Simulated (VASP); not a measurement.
Runs of VASP 6.6.1 on Al2Pt. It takes space group Fm-3m (No. 225, cubic). Conventional cell: a = 5.910 Å, b = 5.910 Å, c = 5.910 Å, α = 90.00°, β = 90.00°, γ = 90.00°. Al (site symmetry -43m) is surrounded by 4 Pt at 2.56 Å. Pt (site symmetry m-3m) has 8 Al at 2.56 Å as nearest neighbours. 

```tsv
level	potentials or basis	gap on the mesh (eV)	pressure (GPa)	relaxed volume (Å³/atom)
PBE+D3(BJ)	VASP PAW PBE potentials, release 64 (Al, Pt)	none	0.0	16.97
LDA	VASP PAW LDA potentials, release 64 (Al, Pt)	none	0.0	16.76
PBEsol	VASP PAW PBE potentials, release 64 (Al, Pt)	none	0.0	-
PBE	VASP PAW PBE potentials, release 64 (Al, Pt)	none	0.0	(a)
r2SCAN	VASP PAW PBE potentials, release 64 (Al, Pt)	none	0.1	17.12
```

Alike in all rows: task relaxation of cell and atoms; no spin polarisation; cell relaxed; k mesh 12 × 12 × 12; cutoff (eV) 600; smearing methfessel-paxton 0.1 eV.

Q: Estimate the missing entries.

A: (a) 17.50.

Caveats: the PAW data sets were made with another functional, which shifts forces and pressure a little (some runs); pairwise dispersion overbinds metals, which lowers pressure and volume (some runs); the relaxation stopped at its first step, so nothing moved (some runs).

A k mesh can miss the band edges, and the runs leave out spin-orbit coupling on Pt.

A gap of «none» marks a metal or a gap under the smearing width.
